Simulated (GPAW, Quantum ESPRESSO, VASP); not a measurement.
**One structure in several programs: PbO (P4/nmm, 4 atoms in the cell)**

Self-consistent single point.

```
PbO
1.0
    3.98000     0.00000     0.00000
    0.00000     3.98000     0.00000
    0.00000     0.00000     5.02000
Pb O
2 2
Cartesian
  1.99000   0.00000   3.84030
  0.00000   1.99000   1.17970
  1.99000   1.99000   0.00000
  0.00000   0.00000   0.00000
```

Shared settings, as Quantum ESPRESSO writes them: occupations = smearing; smearing = fermi-dirac; degauss = 0.0036749 Ry; K_POINTS = automatic 6 6 5 0 0 0. Potentials and cutoffs stand in the table.

| code | model | pressure (GPa) | largest force (eV/Å) | gap on the mesh (eV) | cutoff |
|---|---|---|---|---|---|
| Quantum ESPRESSO | LDA (PZ), GBRV 1.5 ultrasoft (LDA) pseudopotentials | -2.23 | 0.205 | 1.241 | 40 Ry |
| VASP | LDA (PZ), VASP's LDA PAW potentials (set 64) | -4.26 | 0.119 | 1.213 | 400 eV |
| GPAW | LDA (Perdew-Wang 92), GPAW PAW datasets LDA (gpaw-data 1.0.1) | – | 0.238 | 1.209 | 950 eV |

A dash marks a value that a program does not give, or that is left out as unsure.

Gaps are read on the mesh.

On Quantum ESPRESSO's run: spin-orbit coupling is off.

The spread over the programs that give each value: pressure within 2.03 GPa; largest force within 0.119 eV/Å; gap on the mesh within 0.032 eV.

The pressure of GPAW is left out: its cutoff lies under the one at which its stress was checked. In the force vectors, VASP (by 0.086) lies more than 0.08 eV/Å from the median of the plane-wave programs.

VASP's run is marked for a possible Pulay error in its stress at this cutoff; no cutoff test was made.

The starting cell has typed, rounded lattice constants, without a prior relaxation at this level.

Left out of this page: Ansatz, CP2K and SIESTA (not drawn, or without a comparable value).
